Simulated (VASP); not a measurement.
Calculation: PBE GGA with D4 dispersion, VASP's PBE PAW potentials (set 64) (plane waves; VASP). For the first row: Settings: 520 eV cut-off, 10×10×10 Γ-centred mesh, first-order Methfessel-Paxton smearing of 0.10 eV, potentials In_d As.

```tsv
system	energy (eV/atom)
InAs (zinc blende)	-4.1877
In (bct)	-2.9108
As (a7)	-5.1203
```

The references are the elements' solids at the same level; no temperature or zero-point terms are added.

Problem. What is the formation energy per atom of InAs?

Solution. The references average (1×(-2.9108) + 1×(-5.1203))/2 = -4.0156 eV, so the formation energy is -4.1877 − (-4.0156) = -0.172 eV/atom. Measured: -0.310 eV/atom at 298 K (as given by Yubo Zhang et al., npj Computational Materials (2018), doi:10.1038/s41524-018-0065-z).
